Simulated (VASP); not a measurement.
Consider the following.

```xyz
1
Lattice="-1.7450 1.7450 1.7450 1.7450 -1.7450 1.7450 1.7450 1.7450 -1.7450" Properties=species:S:1:pos:R:3 pbc="T T T"
Li     0.0000     0.0000     0.0000
```

Level of theory: PBE GGA, VASP's PBE PAW potentials (set 64) (plane waves; VASP). Numerical set-up: 400 eV cut-off, 11×11×11 Γ-centred mesh, Gaussian smearing of 0.14 eV, potentials Li_sv.

### Question
Give the energies of bands 2 to 4 at the high-symmetry points, in eV from the Fermi level.

### Answer

```tsv
band	Γ	H	N	P
2	-3.45	5.30	0.20	3.24
3	14.06	5.30	3.20	3.24
4	14.06	5.30	9.97	3.24
```

It has no gap at this level: it comes out as a metal or semimetal.

The structure is a typed Li crystal (Im-3m). The cell was not relaxed at this level.
